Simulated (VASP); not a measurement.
SrMg3: single point with LDA

SrMg3:

```
Sr Mg
1.0
     4.94253    0.00000    0.00000
     0.00000    4.94253    0.00000
     0.00000    0.00000    4.94253
Sr Mg
1 3
Direct
  0.00000 0.00000 0.00000
  0.50000 0.50000 0.00000
  0.50000 0.00000 0.50000
  0.00000 0.50000 0.50000
```

The cell comes from a database or a generator and needn't be the stable form of this composition.

```json
{
 "Program": "VASP 6.6.1",
 "Task": "single point",
 "Functional": "LDA",
 "Potentials or basis": "VASP PAW LDA potentials, release 64 (Sr_sv, Mg)",
 "Cutoff": "520 eV",
 "k mesh": "4 × 4 × 4, shifted",
 "Occupations": "methfessel-paxton, width 0.1 eV",
 "Spin": "no spin polarisation",
 "Dipole correction": "no",
 "Further INCAR settings": "ALGO = Normal; EDIFF = 1e-06; NBANDS = 16"
}
```

- Pressure: -1.7 GPa
- Band gap on the k mesh: none (metal or under the smearing width)

Levels at points of the mesh, in eV from the Fermi level:
```csv
k point,band 4,band 5,band 6,band 7,band 8,band 9,band 10,band 11,band 12,band 13
"(0.12, 0.12, 0.12)",-17.53,-5.15,-1.01,-1.01,-0.30,1.24,1.24,2.41,2.41,2.94
```

It took 5.4 s on 1 thread of Intel(R) Xeon(R) 6975P-C (Granite Rapids), on a shared host, peak memory 0.19 GiB.
